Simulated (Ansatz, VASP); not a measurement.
Two plane-wave programs on CdBr

```xyz
2
Lattice="0.0000 3.0724 3.0724 3.0724 0.0000 3.0724 3.0724 3.0724 0.0000" Properties=species:S:1:pos:R:3 pbc="T T T"
Cd    0.0000    0.0000    0.0000
Br    3.0724    3.0724    3.0724
```

The cell was built by a generator and needn't be a form met in nature.

Alike in both runs: task relaxation of cell and atoms; functional revPBE; dispersion D4; k mesh 8 × 8 × 8; occupations fermi-dirac, width 0.05 eV; no spin polarisation.

|  | VASP | Ansatz |
| --- | --- | --- |
| version | VASP 6.6.1 | Ansatz 0.2.0 |
| potentials or method | VASP PAW PBE potentials, release 64 (Cd, Br) | Ansatz PAW |
| plane-wave cutoff (eV) | 600 | 420 |
| valence electrons in the cell | 19 | 27 |

Ansatz gave:

```
gap on the k mesh at the Fermi level, each at its own relaxed structure (eV) : none
relaxed volume (Å³/atom)                                                     : 28.59
relaxed cell length with the largest relative difference (Å)                 : 4.324
```

Problem. Which values does VASP return?

Solution. gap on the k mesh at the Fermi level, each at its own relaxed structure (eV): none; relaxed volume (Å³/atom): 28.64; relaxed cell length with the largest relative difference (Å): 4.327.

A gap of «none» marks a metal or a gap that the smearing closes. The two sets of potentials don't hold the same shells in valence.

Caveats: an odd number of electrons without spin polarisation forces a metal; a magnetic or distorted state may lie lower; pairwise dispersion overbinds metals, which lowers pressure and volume; the PAW data sets were made with another functional, which shifts forces and pressure a little (VASP); the plane-wave basis is chosen anew once the cell has moved, so the energies of steps on either side of that aren't comparable (Ansatz); the PAW data sets come from PBE, with cores solved anew for the run's functional, which leaves a small shift of forces and pressure (Ansatz).
